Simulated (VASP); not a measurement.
Input:

```
HfIr
1.0
    3.06548     0.00000     0.20144
    0.00000     4.50982     0.00000
   -1.12116     0.00000     4.91215
Hf Ir
2 2
Direct
  0.91703   0.25000   0.21946
  0.08297   0.75000   0.78054
  0.55609   0.25000   0.69154
  0.44391   0.75000   0.30846
```

Computed with PBEsol GGA, VASP's PBE PAW potentials (set 64) (plane waves; VASP). Numerical set-up: 400 eV cut-off, Gaussian smearing of 0.050 eV, potentials Hf_pv Ir.

Give the energies of bands 9 to 22 at the high-symmetry points, in eV from the Fermi level.

```json
[
 {"band": "9", "Γ": "-5.46", "Z": "-4.77", "D": "-4.60", "B": "-5.16", "A": "-4.65", "E": "-5.40", "C2": "-4.74", "Y2": "-4.09"},
 {"band": "10", "Γ": "-5.21", "Z": "-4.77", "D": "-4.60", "B": "-4.74", "A": "-4.47", "E": "-5.40", "C2": "-4.74", "Y2": "-4.06"},
 {"band": "11", "Γ": "-5.04", "Z": "-3.92", "D": "-3.94", "B": "-4.14", "A": "-4.22", "E": "-3.69", "C2": "-3.69", "Y2": "-3.77"},
 {"band": "12", "Γ": "-3.02", "Z": "-3.92", "D": "-3.94", "B": "-3.46", "A": "-3.35", "E": "-3.69", "C2": "-3.69", "Y2": "-3.69"},
 {"band": "13", "Γ": "-2.61", "Z": "-2.43", "D": "-3.00", "B": "-3.07", "A": "-3.34", "E": "-3.63", "C2": "-3.06", "Y2": "-3.48"},
 {"band": "14", "Γ": "-2.50", "Z": "-2.43", "D": "-3.00", "B": "-2.84", "A": "-2.83", "E": "-3.63", "C2": "-3.06", "Y2": "-2.43"},
 {"band": "15", "Γ": "-2.09", "Z": "-2.09", "D": "-2.33", "B": "-2.42", "A": "-2.41", "E": "-1.12", "C2": "-2.37", "Y2": "-2.36"},
 {"band": "16", "Γ": "-1.39", "Z": "-2.09", "D": "-2.33", "B": "-2.05", "A": "-1.93", "E": "-1.12", "C2": "-2.37", "Y2": "-2.13"},
 {"band": "17", "Γ": "-1.35", "Z": "-1.35", "D": "-1.43", "B": "-1.78", "A": "-1.32", "E": "0.41", "C2": "-0.67", "Y2": "-1.58"},
 {"band": "18", "Γ": "-0.95", "Z": "-1.35", "D": "-1.43", "B": "-1.62", "A": "-0.92", "E": "0.41", "C2": "-0.67", "Y2": "-0.95"},
 {"band": "19", "Γ": "-0.22", "Z": "-0.41", "D": "-0.86", "B": "-0.37", "A": "-0.41", "E": "0.85", "C2": "0.58", "Y2": "-0.34"},
 {"band": "20", "Γ": "1.21", "Z": "-0.41", "D": "-0.86", "B": "1.10", "A": "0.83", "E": "0.85", "C2": "0.58", "Y2": "-0.18"},
 {"band": "21", "Γ": "1.35", "Z": "1.19", "D": "0.43", "B": "1.21", "A": "1.18", "E": "1.25", "C2": "0.96", "Y2": "1.21"},
 {"band": "22", "Γ": "1.38", "Z": "1.19", "D": "0.43", "B": "1.51", "A": "2.59", "E": "1.25", "C2": "0.96", "Y2": "1.42"}
]
```

It has no gap at this level: it comes out as a metal or semimetal.

The structure comes from a computed database's HfIr entry (P2_1/m); how it stands against other phases isn't given here. It was relaxed first.
